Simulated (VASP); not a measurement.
```
CELL_PARAMETERS angstrom
      0.00000     2.71550     2.71550
      2.71550     0.00000     2.71550
      2.71550     2.71550     0.00000
ATOMIC_POSITIONS crystal
  Si 0.00000 0.00000 0.00000
  Si 0.25000 0.25000 0.25000
```

Method: optB88-vdW, VASP's PBE PAW potentials (set 64) (plane waves; VASP 6.6.1). Numerical set-up: 400 eV cut-off, 8×8×8 Γ-centred mesh, Gaussian smearing of 0.050 eV, potentials Si.

What does the run give for the energy per atom (σ→0), pressure?

```yaml
energy per atom (σ→0): -4.170 eV/atom
pressure: 19.4 kbar
```

The compound is Si in the diamond structure. The cell was not relaxed at this level. The run is one of a series of settings (AGGAC = 0.0, GGA = BO, LUSE_VDW = .TRUE., PARAM1 = 0.1833333333, PARAM2 = 0.22 against the base run), some of them coarse on purpose.
